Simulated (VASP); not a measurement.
Consider the following.

```yaml
crystal:
  lattice:
    - [4.60305, 0.00000, 0.00000]
    - [-2.30153, 3.98636, 0.00000]
    - [0.00000, 0.00000, 7.45864]
  atoms:
    - { symbol: Mg, position: [0.33333, 0.66667, 0.99599] }
    - { symbol: Mg, position: [0.66667, 0.33333, 0.49599] }
    - { symbol: Te, position: [0.33333, 0.66667, 0.37401] }
    - { symbol: Te, position: [0.66667, 0.33333, 0.87401] }
```

Calculation: PBE GGA, VASP's PBE PAW potentials (set 64) (plane waves; VASP). Run with 300 eV cut-off, 4×4×3 Γ-centred mesh, Gaussian smearing of 0.010 eV, potentials Mg Te.

**Question.** Estimate the energy per atom (σ→0).

**Answer.** 
The energy per atom (σ→0) is -3.195 eV/atom.

The structure comes from a computed database's MgTe entry; how it stands against other phases isn't given here. The cell was not relaxed at this level.
